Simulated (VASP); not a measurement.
Energy against volume of PbS (rock salt). Level of theory: HSEsol screened hybrid, VASP's PBE PAW potentials (set 64) (plane waves; VASP). Settings: 520 eV cut-off, 6×6×6 Γ-centred mesh, Gaussian smearing of 0.050 eV, potentials Pb_d S.

```tsv
V (Å³/atom)	E (eV/atom)
25.443	-5.46096
26.255	-5.45891
27.067	-5.44792
27.879	-5.42939
```

### Question
Fit these four points and predict the energy of the run at 24.631 Å³/atom.

### Answer
A cubic in V^(−2/3), the third-order Birch-Murnaghan form, passes through the four points with V0 = 25.68 Å³/atom and B0 = 63 GPa, and gives -5.4524 eV/atom there. The run gave -5.4525 eV/atom, -0.1 meV/atom from the fit; all five points give B0 = 63 GPa.

The compound is PbS in the rock salt structure. It was relaxed first. The cell's shape comes from a PBE relaxation.
